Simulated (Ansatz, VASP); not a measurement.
# Cross-check of Ni (Ni strained to the junction's net) between VASP and Ansatz

Wanted: the spread between two codes on one cell, functional and k mesh. The structure shown is the end of the Ansatz relaxation below.

Method: plane waves, with VASP 6.6.1 beside it; single point at PBE, in Ansatz 0.2.0.

### 1. The starting structure

Symmetry: R-3m, No. 166, trigonal system. Conventional cell: a = 2.508 Å, b = 2.508 Å, c = 6.072 Å, α = 90.00°, β = 90.00°, γ = 120.00°. Nearest to Ni lie 12 Ni at 2.49 to 2.51 Å.

### 2. Ansatz: relaxation, PBE

Ansatz runs on its default PAW (the set named soft_2) files.

This run makes the geometry at which the two programs are then compared.

input.yaml reads:

```yaml
crystal:
  lattice:
    - [4.344, 0.0, 0.0]
    - [-2.172, 3.762014354, 0.0]
    - [0.0, 0.0, 6.064251432]
  atoms:
    - { symbol: Ni, position: [0.66666667, 0.33333333, 0.0], spin: 0.7 }
    - { symbol: Ni, position: [0.0, 0.0, 0.0], spin: 0.7 }
    - { symbol: Ni, position: [0.33333333, 0.66666667, 0.0], spin: 0.7 }
    - { symbol: Ni, position: [0.0, 0.66666667, 0.3333333333], spin: 0.7 }
    - { symbol: Ni, position: [0.33333333, 0.33333333, 0.3333333333], spin: 0.7 }
    - { symbol: Ni, position: [0.66666667, 0.0, 0.3333333333], spin: 0.7 }
    - { symbol: Ni, position: [0.0, 0.33333333, 0.6666666667], spin: 0.7 }
    - { symbol: Ni, position: [0.33333333, 0.0, 0.6666666667], spin: 0.7 }
    - { symbol: Ni, position: [0.66666667, 0.66666667, 0.6666666667], spin: 0.7 }
magnetization:
  spin_polarized: true
kpoints:
  mp_grid: { grid: [12, 12, 5] }
scf:
  occupations: { method: fermi_dirac, width: 0.1 }
  max_iter: 150
hamiltonian:
  xc: pbe
relax:
  f_tol: 0.01
  max_steps: 40
  cell: { fix: [a, b, angles] }
```

On the command line:

```
ansatz run input.yaml --threads 8 --pin off --max-ram 40960MiB --backend cuda --events-out ev --progress --plain --runs-dir out
```

Numbers of over 12 decimals in the logs are rounded to 6 here.

The program printed:

```text
Engine: ansatz 0.2.0, aarch64-unknown-linux-gnu
Pseudopotentials: kind: paw
Pseudopotential: Ni, paw, valence charge 18, recommended cutoff 420 eV (normal), Ni.paw.azcp
Functional definition: PBE
  parameter kappa = 0.804
  parameter beta = 0.066725
  exchange = pbe_x(kappa = kappa, mu = beta*pi^2/3)
  correlation = pbe_c(beta = beta)
[...]
Crystal: 9 atoms, lattice volume = 99.103 Å³
Basis set: ecut = 420 eV, 1959 PW (Γ), exchange–correlation on 60×60×90 points (8 copies of the dense FFT grid, shifted against one another)
Bands: 101, of which v1, the nominal top of the filled ones, is band 81 counted from 1 (80 counted from 0)
Symmetry: 108 space group operations
Space group: R-3m (ITA 166), of the structure as read, at distance tolerance 4.6e-5 Å
Magnetic group: BNS 166.97 (UNI 1327), of the structure as read, at distance tolerance 4.6e-5 Å
k-points: 81 of 720
Non-local potential: Ni, projectors of the file, l = 0: 3, l = 1: 2, l = 2: 3, l = 3: 1
PAW form: soft (Blöchl's): semilocal exchange-correlation on the pseudo side does not see the compensation charge
PAW one-centre angular grid: Ni, 590 points (default); XC on 64 Gauss nodes
Initial density: superposition of atomic densities (chi_scale 0.1, normalization cell)
Starting moments: Σ|m| = 6.3 μB on 9 of 9 sites
Initial wavefunctions: pseudopotential atomic-orbital guess
[...]
Functional: x = pbe(κ = 0.804, μ = 0.219515), c = pbe(β = 0.066725)
iter 1 solved again at ethr=2.41e-3 eV; its pass at ethr=3.10e-3 eV (dr2=3.90e0 eV) is discarded
SCF iter   1: F=—  HF=-52550.433004 eV  |F-HF|=—  |Δ(HF+E_count)|=         —  Δρ=6.39e-2 (↑1.73e-2 ↓6.39e-2)  dr2=3.91e0  dr2_m=5.25e-1  M=6.556 μB ∫|m|=6.916 μB  β_m=0.30  ethr=2.41e-3  ⟨swp⟩=1.9  Hψ=68370  notcnv=0
Mixer restart at iter 1: flushing history
preconditioner: auto → Kerker (q_TF=auto, 2.961 Å⁻¹)  [metal: Δε(μ)=0.001 eV  Ē_g=8.118 eV  σ=0.100 eV  W_gap=0.00  n_scr=40 (ndim 8)  ℏωp=35.4 eV  f_vac=0.000  D(μ)=15.64/eV (n_scr^D=250)]
spin=Collinear: Kerker preconditioning applied to the charge; magnetization (m = ρ↑ − ρ↓) channel mixes plain (no charge-response kernel on spin).
SCF iter   2: F=—  HF=-52550.301315 eV  |F-HF|=—  |Δ(HF+E_count)|=   1.32e-1  Δρ=2.54e-2 (↑2.54e-2 ↓1.61e-2)  dr2=1.17e-1  dr2_m=2.81e-1  M=6.465 μB ∫|m|=6.925 μB  β_m=0.31  ethr=2.41e-3  ⟨swp⟩=2.0  Hψ=25581  notcnv=0
SCF iter   3: F=—  HF=-52550.678556 eV  |F-HF|=—  |Δ(HF+E_count)|=         —  Δρ=6.19e-2 (↑2.24e-2 ↓6.19e-2)  dr2=1.28e0  dr2_m=1.51e0  M=7.925 μB ∫|m|=8.567 μB  β_m=1.00  ethr=7.22e-5  ⟨swp⟩=2.0  Hψ=28171  notcnv=0  defer=1152
Mixer restart at iter 3: flushing history
SCF iter   4: F=—  HF=-52559.031248 eV  |F-HF|=—  |Δ(HF+E_count)|=    8.35e0  Δρ=1.14e-1 (↑4.97e-2 ↓1.14e-1)  dr2=1.39e1  dr2_m=1.08e0  M=5.772 μB ∫|m|=6.636 μB  β_m=0.31  ethr=3.09e-5  ⟨swp⟩=3.3  Hψ=40570  notcnv=0  defer=1152
[...]
SCF iter  12: F=-52557.720746 eV  HF=-52557.720746 eV  |F-HF|=3.06e-10  |Δ(HF+E_count)|=   1.73e-9  Δρ=1.15e-6 (↑1.03e-6 ↓1.15e-6)  dr2=2.71e-9  dr2_m=2.48e-11  M=5.665 μB ∫|m|=6.471 μB  ethr=6.17e-11  ⟨swp⟩=2.5  Hψ=54138  notcnv=0
SCF 1 converged in 12 iterations: F = -52557.720746 eV  dr2 = 2.71e-9
  greatest PAW one-centre occupation: 1.001 electrons in one spin orbital (limit 2), on the Ni atom at site 8 (counted from 0), in its partial waves of l = 1
relax step   1: F+E_penalty+E_count = -52557.72074575 eV  Δ(F+E_penalty+E_count) = +0.000e0 eV  max|allowed force component| = 6.974e-27 eV/Å  Δτ_max = 0.0000 Å  P = -1.750 GPa  Ω = 99.103 Å³  fix = [a, b, alpha, beta, gamma]  reactions: a -2.849, b -2.849 GPa  (12 SCF iters, dr2 threshold 1.00e-7 eV, accepted)
[...]
relax step   2: F+E_penalty+E_count = -52557.72084456 eV  Δ(F+E_penalty+E_count) = -9.881e-5 eV  max|allowed force component| = 7.491e-27 eV/Å  Δτ_max = 0.0000 Å  P = -1.857 GPa  Ω = 99.158 Å³  energy of the carried Pulay correction = -1.934e-5 eV  fix = [a, b, alpha, beta, gamma]  reactions: a -2.908, b -2.908 GPa  (6 SCF iters, dr2 threshold 5.01e-7 eV, accepted)
[...]
relax step   3: F+E_penalty+E_count = -52557.72087207 eV  Δ(F+E_penalty+E_count) = -2.752e-5 eV  max|allowed force component| = 3.652e-27 eV/Å  Δτ_max = 0.0000 Å  P = -1.984 GPa  Ω = 99.224 Å³  energy of the carried Pulay correction = -4.267e-5 eV  fix = [a, b, alpha, beta, gamma]  reactions: a -2.977, b -2.977 GPa  (7 SCF iters, dr2 threshold 1.50e-7 eV, accepted)
[...]
relax step   4: F+E_penalty+E_count = -52557.72091232 eV  Δ(F+E_penalty+E_count) = -4.025e-5 eV  max|allowed force component| = 1.054e-27 eV/Å  Δτ_max = 0.0000 Å  P = -1.985 GPa  Ω = 99.224 Å³  fix = [a, b, alpha, beta, gamma]  reactions: a -2.979, b -2.979 GPa  stress off target by 7.78e-4 GPa on what of the cell is left free  SCF on the basis re-selected at this cell (its energy is not comparable with the rows above)  (6 SCF iters)
[...]
SCF converged after 6 iterations
[...]
k-point 1 ↑: bands = ["-85.7606", "-85.7437", "-85.7319", "-85.7230", "-85.7230", "-85.7230", "-85.7230", "-85.7230", "-85.7230", "-46.2268", "-46.1784", "-46.1784", "-46.1784", "-46.1784", "-46.1784", "-46.1784", "-46.1515", "-46.1454", "-46.1454", "-46.1454", "-46.1454", "-46.1454", "-46.1454", "-46.0826", "-46.0826", "-46.0826", "-46.0826", "-46.0826", "-46.0826", "-46.0509", "-46.0509", "-46.0418", "-46.0395",  [...]
  k-point 2 ↑: bands = ["-85.7565", "-85.7505", "-85.7291", "-85.7230", "-85.7230", "-85.7230", "-85.7230", "-85.7230", "-85.7230", "-46.2448", "-46.1863", "-46.1863", "-46.1863", "-46.1863", "-46.1863", "-46.1863", "-46.1306", "-46.1306", "-46.1306", "-46.1306", "-46.1306", "-46.1306", "-46.1071", "-46.0894", "-46.0894", "-46.0894", "-46.0894", "-46.0894", "-46.0894", "-46.0682", "-46.0537", "-46.0537", "-46.0328",  [...]
  k-point 80 ↓: bands = ["-84.8992", "-84.8992", "-84.8992", "-84.8917", "-84.8917", "-84.8917", "-84.8822", "-84.8822", "-84.8822", "-45.3924", "-45.3924", "-45.3924", "-45.3818", "-45.3818", "-45.3818", "-45.3293", "-45.3293", "-45.3293", "-45.2994", "-45.2994", "-45.2994", "-45.2726", "-45.2726", "-45.2726", "-45.2725", "-45.2725", "-45.2725", "-45.2516", "-45.2516", "-45.2516", "-45.2422", "-45.2422", "-45.2422", [...]
--- Relaxed structure (3 steps of the walk, 3 accepted, 1 SCFs on fresh bases) ---
  F+E_penalty+E_count = -52557.72091232 eV   max|allowed force component| = 1.054e-27 eV/Å   (the final SCF, on the basis selected at the relaxed cell)
  cell:  # Å, volume = 99.2238 Å³
    - [4.344000, 0, 0]
    - [-2.172000, 3.762014, 0]
    - [0, 0, 6.071635]
  atoms:
    - { symbol: Ni, position: [0.666667, 0.333333, 0] }
    - { symbol: Ni, position: [0, 0, 0] }
    - { symbol: Ni, position: [0.333333, 0.666667, 0] }
    - { symbol: Ni, position: [0, 0.666667, 0.333333] }
    - { symbol: Ni, position: [0.333333, 0.333333, 0.333333] }
    - { symbol: Ni, position: [0.666667, 0, 0.333333] }
    - { symbol: Ni, position: [0, 0.333333, 0.666667] }
    - { symbol: Ni, position: [0.333333, 0, 0.666667] }
    - { symbol: Ni, position: [0.666667, 0.666667, 0.666667] }
```

Reading the cycles: dr2 is the Hartree energy of the density residual (eV), the measure of convergence; HF is the Harris–Foulkes estimate of the energy, which meets the free energy F at convergence.

### 3. VASP: single point, PBE

The same cell, functional, mesh and smearing now go to VASP, with its own data sets.

Lines of VASP's logs that name or quote its potential files are left out, and so is its time.

INCAR reads:

```
SYSTEM = Ni
PREC = Accurate
ENCUT = 600
EDIFF = 1E-06
NELM = 200
ISMEAR = -1
SIGMA = 0.1
LREAL = .FALSE.
ALGO = Normal
GGA = PE
NBANDS = 64
ISPIN = 2
MAGMOM = 0.67 0.67 0.67 0.67 0.67 0.67 0.67 0.67 0.67
LASPH = .TRUE.
LMAXMIX = 4
LORBIT = 11
LWAVE = .FALSE.
LCHARG = .FALSE.
ISIF = 2
GGA_COMPAT = .FALSE.
KPAR = 2
```

POSCAR reads:

```
Ni
1.0
    4.3440000000      0.0000000000      0.0000000000
   -2.1720000000      3.7620143540      0.0000000000
    0.0000000000      0.0000000000      6.0716350241
Ni
9
Direct
    0.6666666667      0.3333333333      0.0000000000
    0.0000000000      1.0000000000      0.0000000000
    0.3333333333      0.6666666667      0.0000000000
    0.0000000000      0.6666666667      0.3333333333
    0.3333333333      0.3333333333      0.3333333333
    0.6666666667      1.0000000000      0.3333333333
    0.0000000000      0.3333333333      0.6666666667
    0.3333333333      1.0000000000      0.6666666667
    0.6666666667      0.6666666667      0.6666666667
```

KPOINTS reads:

```
Automatic mesh
0
Gamma
12 12 5
0 0 0
```

PAW data sets: Ni (PBE family, release 64).

On the command line:

```
mpirun -np 2 vasp_std
```

The program printed:

```text
[banner, memory and clock lines left out]
running    2 mpi-ranks, on    1 nodes
 distrk:  each k-point on    1 cores,    2 groups
 distr:  one band on    1 cores,    1 groups

 POSCAR found type information on POSCAR Ni
 POSCAR found :  1 types and       9 ions
 LDA part: xc-table for (Slater+PW92), standard interpolation
 POSCAR, INCAR and KPOINTS ok, starting setup
 FFT: planning ... GRIDC
 FFT: planning ... GRID_SOFT
 FFT: planning ... GRID
 WAVECAR not read
 entering main loop
       N       E                     dE             d eps       ncg     rms          rms(c)
DAV:   1     0.752220229208E+03    0.75222E+03   -0.40906E+04 20808   0.224E+03
DAV:   2     0.222149097753E+02   -0.73001E+03   -0.69050E+03 20736   0.428E+02
DAV:   3    -0.562021211967E+02   -0.78417E+02   -0.68645E+02 21232   0.169E+02
DAV:   4    -0.586651836260E+02   -0.24631E+01   -0.24436E+01 23008   0.346E+01
DAV:   5    -0.587152040622E+02   -0.50020E-01   -0.50006E-01 30168   0.341E+00    0.293E+01
DAV:   6    -0.525569240907E+02    0.61583E+01   -0.68750E+01 22280   0.858E+01    0.184E+01
DAV:   7    -0.496043021337E+02    0.29526E+01   -0.12468E+01 23520   0.361E+01    0.553E+00
DAV:   8    -0.494959740939E+02    0.10833E+00   -0.14887E-01 25880   0.247E+00    0.274E+00
DAV:   9    -0.494741109521E+02    0.21863E-01   -0.74256E-03 29680   0.568E-01    0.842E-01
DAV:  10    -0.494691535246E+02    0.49574E-02   -0.15993E-03 25736   0.281E-01    0.233E-01
DAV:  11    -0.494688095846E+02    0.34394E-03   -0.77836E-04 25808   0.218E-01    0.701E-02
DAV:  12    -0.494687717527E+02    0.37832E-04   -0.94375E-05 26328   0.627E-02    0.338E-02
DAV:  13    -0.494687728417E+02   -0.10890E-05   -0.86489E-06 25832   0.176E-02    0.154E-02
DAV:  14    -0.494687735019E+02   -0.66012E-06   -0.17097E-06 17344   0.804E-03
   1 F= -.49468774E+02 E0= -.49222576E+02  d E =-.492396E+00  mag=     5.5489
```

[end of part 1 of 2]

[Lines on the potential files, build, host, timing and source positions are cut from VASP's logs without a mark.]

[Logs are printed without paths, hosts, clocks, repeated set-up lines and the standing remarks that a program may print on its own settings, such as how far it seeks lower states.]

[Hosts, paths, dates, database ids (printed as entryN), source tags and the programs' standing remarks are cut or masked in the printed files.]
